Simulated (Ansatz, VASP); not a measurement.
**Cross-check of PmTe between VASP and Ansatz**

Wanted: the spread between two codes on one cell, functional and k mesh. The cell is invented: As first built, before any earlier steps moved the atoms: it takes the PmS structure with some of its atoms replaced by other elements, volume scaled by an estimate. It may not be a known or stable phase. The cell comes out of the VASP series on this material, whose earlier steps may have relaxed, scaled or displaced it; both programs get it as it stands.

Main program and level: Ansatz 0.2.0; plane waves, with VASP 6.6.1 beside it; band structure at HSE06.

In doubt: where a d or f shell is part filled, a hybrid can land on a higher state, so the values of those runs are not to be relied on; a part-filled 4f shell, where there is one, can sit in one of many states, so energies may not be the lowest and differences between runs may mislead; derivatives with an open 4f shell can jump between states, which bears on forces and vibrations.

### 1. Starting point

The structure is cubic, space group Fm-3m (No. 225). The conventional cell has a = 6.455 Å, b = 6.455 Å, c = 6.455 Å, α = 90.00°, β = 90.00°, γ = 90.00°. Nearest to Pm lie 6 Te at 3.23 Å. Nearest to Te lie 6 Pm at 3.23 Å. As first built, before any earlier steps moved the atoms: sites of the PmS structure (space group 225) filled with other elements, volume scaled by an estimate. Farther neighbours and most contacts between anions are not listed.

Coordinates:

```cif
data_structure
_symmetry_space_group_name_H-M 'P 1'
_symmetry_Int_Tables_number 1
_cell_length_a 4.5644
_cell_length_b 4.5644
_cell_length_c 4.5644
_cell_angle_alpha 60.000
_cell_angle_beta 60.000
_cell_angle_gamma 60.000
_cell_volume 67.24
loop_
_atom_site_label
_atom_site_type_symbol
_atom_site_fract_x
_atom_site_fract_y
_atom_site_fract_z
_atom_site_occupancy
Pm1 Pm 0.00000 0.00000 0.00000 1
Te2 Te 0.50000 0.50000 0.50000 1
```

### 2. VASP: band structure, HSE06

The same path points are solved in both programs, so levels can be compared one by one.

Lines of VASP's logs that name or quote its potential files are left out, and so is its time.

INCAR reads:

```
SYSTEM = PmTe
PREC = Accurate
ENCUT = 450
EDIFF = 1E-06
NELM = 100
ISMEAR = 0
SIGMA = 0.02
LREAL = .FALSE.
ALGO = Normal
LHFCALC = .TRUE.
AEXX = 0.25
GGA = PE
HFSCREEN = 0.2
LASPH = .TRUE.
ISPIN = 2
MAGMOM = 4 0
LMAXMIX = 6
PRECFOCK = Fast
LORBIT = 11
LWAVE = .FALSE.
LCHARG = .FALSE.
KPAR = 4
```

POSCAR reads:

```
PmTe
1.0
    0.0000000000      3.2275217430      3.2275217430
    3.2275217430      0.0000000000      3.2275217430
    3.2275217430      3.2275217430      0.0000000000
Pm Te
1 1
Direct
    0.0000000000      0.0000000000      0.0000000000
    0.5000000000      0.5000000000      0.5000000000
```

KPOINTS reads:

```
Automatic mesh
0
Gamma
4 4 4
0 0 0
```

KPOINTS_OPT reads:

```
Line mode
10
Line-mode
Reciprocal
  0.00000000   0.00000000   0.00000000 GAMMA
  0.50000000   0.00000000   0.50000000 X

  0.50000000   0.00000000   0.50000000 X
  0.50000000   0.25000000   0.75000000 W

  0.50000000   0.25000000   0.75000000 W
  0.37500000   0.37500000   0.75000000 K

  0.37500000   0.37500000   0.75000000 K
  0.00000000   0.00000000   0.00000000 GAMMA

  0.00000000   0.00000000   0.00000000 GAMMA
  0.50000000   0.50000000   0.50000000 L

  0.50000000   0.50000000   0.50000000 L
  0.62500000   0.25000000   0.62500000 U

  0.62500000   0.25000000   0.62500000 U
  0.50000000   0.25000000   0.75000000 W

  0.50000000   0.25000000   0.75000000 W
  0.50000000   0.50000000   0.50000000 L

  0.50000000   0.50000000   0.50000000 L
  0.37500000   0.37500000   0.75000000 K

  0.62500000   0.25000000   0.62500000 U
  0.50000000   0.00000000   0.50000000 X
```

Potentials, in the order of the species: Pm and Te (PBE family, release 64).

On the command line:

```bash
mpirun -np 4 vasp_std
```

Numbers of over 12 decimals in the logs are rounded to 6 here.

What it wrote:

```text
[banner, memory and clock lines left out]
running    4 mpi-ranks, on    1 nodes
 distrk:  each k-point on    1 cores,    4 groups
 distr:  one band on    1 cores,    1 groups

 POSCAR found type information on POSCAR PmTe
 POSCAR found :  2 types and       2 ions
 LDA part: xc-table for (Slater+PW92), standard interpolation
 found WAVECAR, reading the header
 POSCAR, INCAR and KPOINTS ok, starting setup
 FFT: planning ... GRIDC
 FFT: planning ... GRID_SOFT
 FFT: planning ... GRID
 reading WAVECAR
 the WAVECAR file was read successfully
 initial charge from wavefunction
 entering main loop
       N       E                     dE             d eps       ncg     rms          rms(c)
DAV:   1    -0.220335226387E+02   -0.22034E+02   -0.49948E+00   800   0.243E+01    0.993E+00
DAV:   2    -0.221249506943E+02   -0.91428E-01   -0.15626E-01   856   0.429E+00    0.634E+00
DAV:   3    -0.221291547815E+02   -0.42041E-02   -0.10312E-02   832   0.721E-01    0.383E+00
DAV:   4    -0.221433010245E+02   -0.14146E-01   -0.87140E-02   792   0.125E+00    0.229E+00
DAV:   5    -0.223579536605E+02   -0.21465E+00   -0.11693E+00   888   0.493E+00    0.142E+00
DAV:   6    -0.227058163839E+02   -0.34786E+00   -0.13954E+00   880   0.507E+00    0.954E-01
DAV:   7    -0.228145294590E+02   -0.10871E+00   -0.56100E-01   872   0.437E+00    0.189E+00
DAV:   8    -0.227886343565E+02    0.25895E-01   -0.22760E-01   728   0.917E+00    0.138E+00
DAV:   9    -0.228028270009E+02   -0.14193E-01   -0.12271E-01   920   0.399E+00    0.153E+00
DAV:  10    -0.227654386524E+02    0.37388E-01   -0.18582E-01   672   0.661E+00    0.853E-01
DAV:  11    -0.227813666708E+02   -0.15928E-01   -0.73341E-02   888   0.297E+00    0.672E-01
DAV:  12    -0.227796465916E+02    0.17201E-02   -0.30382E-02   672   0.338E+00    0.484E-01
DAV:  13    -0.227760224735E+02    0.36241E-02   -0.14848E-02   864   0.828E-01    0.262E-01
DAV:  14    -0.227778948955E+02   -0.18724E-02   -0.10125E-02   728   0.153E+00    0.183E-01
DAV:  15    -0.227778491164E+02    0.45779E-04   -0.12546E-03   920   0.290E-01    0.109E-01
DAV:  16    -0.227778548352E+02   -0.57188E-05   -0.11362E-03   744   0.518E-01    0.501E-02
DAV:  17    -0.227778390292E+02    0.15806E-04   -0.92622E-05   888   0.986E-02    0.269E-02
DAV:  18    -0.227779849884E+02   -0.14596E-03   -0.12228E-04   760   0.154E-01    0.220E-02
DAV:  19    -0.227779120730E+02    0.72915E-04   -0.10642E-05   832   0.396E-02    0.124E-02
DAV:  20    -0.227779205030E+02   -0.84300E-05   -0.14381E-05   760   0.542E-02    0.581E-03
DAV:  21    -0.227779162126E+02    0.42904E-05   -0.68112E-07   624   0.136E-02    0.307E-03
DAV:  22    -0.227779308379E+02   -0.14625E-04   -0.13934E-06   616   0.185E-02    0.200E-03
DAV:  23    -0.227779212981E+02    0.95398E-05   -0.17316E-07   600   0.864E-03    0.131E-03
DAV:  24    -0.227779220672E+02   -0.76910E-06   -0.19007E-07   568   0.709E-03
   1 F= -.22777922E+02 E0= -.22777921E+02  d E =-.218108E-05  mag=     4.7187
 Start KPOINTS_OPT (optional k-point list driver)
k-point batch [1-8\100]
       N       E                     dE             ncg
DAV:   1     0.656850716645E+03   -0.11880E+04      512
DAV:   2    -0.648941153000E+03   -0.13058E+04      600
DAV:   3    -0.903469289740E+03   -0.25453E+03      816
DAV:   4    -0.923537676408E+03   -0.20068E+02      912
DAV:   5    -0.924327315215E+03   -0.78964E+00      808
DAV:   6    -0.924383126399E+03   -0.55811E-01      968
DAV:   7    -0.924385999403E+03   -0.28730E-02      816
DAV:   8    -0.924386166476E+03   -0.16707E-03      960
DAV:   9    -0.924386177522E+03   -0.11046E-04      800
DAV:  10    -0.924386178161E+03   -0.63822E-06      632
[...]
k-point batch [97-100\100]
       N       E                     dE             ncg
DAV:   1     0.276843888590E+04   -0.22886E+04      256
DAV:   2     0.215769674093E+04   -0.61074E+03      296
DAV:   3     0.203167181739E+04   -0.12602E+03      384
DAV:   4     0.202154575294E+04   -0.10126E+02      472
DAV:   5     0.202095052934E+04   -0.59522E+00      392
DAV:   6     0.202087474273E+04   -0.75787E-01      512
DAV:   7     0.202086873351E+04   -0.60092E-02      384
DAV:   8     0.202086833929E+04   -0.39423E-03      512
DAV:   9     0.202086831984E+04   -0.19444E-04      368
DAV:  10     0.202086831913E+04   -0.70986E-06      312
```

Parts of OUTCAR (step 2):

```text
ion  position               nearest neighbor table
   1  0.000  0.000  0.000-   2 3.23   2 3.23   2 3.23   2 3.23   2 3.23   2 3.23
   2  0.500  0.500  0.500-   1 3.23   1 3.23   1 3.23   1 3.23   1 3.23   1 3.23

  LATTYP: Found a face centered cubic cell.
 ALAT       =     6.4550434860

 Subroutine GETGRP returns: Found 48 space group operations
 (whereof 48 operations were pure point group operations)

The static configuration has the point symmetry O_h .

 Found      8 irreducible k-points:

   k-points           NKPTS =      8   k-points in BZ     NKDIM =     64   number of bands    NBANDS=     16

   dimension x,y,z NGX =    32 NGY =   32 NGZ =   32
   dimension x,y,z NGXF=    64 NGYF=   64 NGZF=   64

   ENCUT  =  450.0 eV  33.07 Ry    5.75 a.u.   7.89  7.89  7.89*2*pi/ulx,y,z

   NELECT =      21.0000    total number of electrons

 k-points in reciprocal lattice and weights: Automatic mesh
   0.00000000  0.00000000  0.00000000       0.016
   0.25000000  0.00000000  0.00000000       0.125
   0.50000000  0.00000000  0.00000000       0.062
   0.25000000  0.25000000  0.00000000       0.094
   0.50000000  0.25000000  0.00000000       0.375
  -0.25000000  0.25000000  0.00000000       0.188
   0.50000000  0.50000000  0.00000000       0.047
  -0.25000000  0.50000000  0.25000000       0.094

  exchange ACFDT corr.  =         0.00000000  see jH, gK, PRB 81, 115126

 average (electrostatic) potential at core
       1 -69.6632       2 -84.2294

 E-fermi :   6.9051

 spin component 1
 k-point     1 :       0.0000    0.0000    0.0000
  band No.  band energies     occupation
    ...
      8       3.8022      1.00000
      9       3.8249      1.00000
     10       4.0976      1.00000
     11       4.2158      1.00000
     12       5.8804      1.00000
     13       7.4767      0.00000
     14       7.4885      0.00000
     15       7.4946      0.00000
     16       7.5619      0.00000

 k-point     2 :       0.2500    0.0000    0.0000
  band No.  band energies     occupation
    ...
      8       3.2649      1.00000
      9       3.7369      1.00000
     10       3.7639      1.00000
     11       3.8203      1.00000
     12       5.2047      1.00000
     13       6.9748      0.00000
     14       7.7947      0.00000
     15       8.3642      0.00000
     16       8.4173      0.00000

 k-point     3 :       0.5000    0.0000    0.0000
  band No.  band energies     occupation
    ...
      9       3.7015      1.00000
     10       3.7290      1.00000
     11       3.8206      1.00000
     12       5.0461      1.00000
     13       6.8517      0.99992
     14       8.2961      0.00000
     15       9.2856      0.00000
     16      10.2386      0.00000

 k-point     4 :       0.2500    0.2500    0.0000
  band No.  band energies     occupation
    ...
      9       3.7620      1.00000
     10       3.9222      1.00000
     11       4.0007      1.00000
     12       5.3256      1.00000
     13       6.3570      1.00000
     14       7.0569      0.00000
     15       8.4858      0.00000
     16       8.6089      0.00000

 k-point     5 :       0.5000    0.2500    0.0000
  band No.  band energies     occupation
    ...
      9       3.7271      1.00000
     10       3.7843      1.00000
     11       3.9100      1.00000
     12       5.0613      1.00000
     13       6.8490      0.99996
     14       7.3171      0.00000
     15       8.5420      0.00000
     16      10.0096      0.00000

 k-point     6 :      -0.2500    0.2500    0.0000
  band No.  band energies     occupation
    ...
      9       3.7245      1.00000
     10       3.7552      1.00000
     11       3.8449      1.00000
     12       5.0752      1.00000
     13       6.8436      0.99999
     14       8.3121      0.00000
     15       8.9262      0.00000
     16       9.1737      0.00000

  energy-cutoff  :      450.00
  volume of cell :       67.24
      direct lattice vectors                 reciprocal lattice vectors
     0.000000000  3.227521743  3.227521743    -0.154917624  0.154917624  0.154917624
     3.227521743  0.000000000  3.227521743     0.154917624 -0.154917624  0.154917624
     3.227521743  3.227521743  0.000000000     0.154917624  0.154917624 -0.154917624

 POSITION                                       TOTAL-FORCE (eV/Angst)
 -----------------------------------------------------------------------------------
      0.00000      0.00000      0.00000         0.000000      0.000000      0.000000
      3.22752      3.22752      3.22752         0.000000      0.000000      0.000000
 -----------------------------------------------------------------------------------
    total drift:                               -0.000002      0.000003     -0.000004

  FREE ENERGIE OF THE ION-ELECTRON SYSTEM (eV)
  ---------------------------------------------------
  free  energy   TOTEN  =       -22.7779220672 eV

  energy  without entropy=      -22.7779198861  energy(sigma->0) =      -22.77792098

 total charge
# of ion       s       p       d       f       tot
--------------------------------------------------
    1        2.005   5.563   0.319   4.531  12.417
    2        1.301   2.307   0.020   0.000   3.628
--------------------------------------------------
tot          3.306   7.869   0.339   4.531  16.045

 magnetization (x)
# of ion       s       p       d       f       tot
--------------------------------------------------
    1       -0.017   0.002   0.043   4.507   4.536
    2       -0.006  -0.048   0.005   0.000  -0.049
--------------------------------------------------
tot         -0.023  -0.045   0.048   4.507   4.487

[... 6 further parts left out ...]
```

[end of part 1 of 2]

[Lines on the potential files, build, host, timing and source positions are cut from VASP's logs without a mark.]

[Logs are printed without paths, hosts, clocks, repeated set-up lines and the standing remarks that a program may print on its own settings, such as how far it seeks lower states.]

[Hosts, paths, dates, database ids (printed as entryN), source tags and the programs' standing remarks are cut or masked in the printed files.]
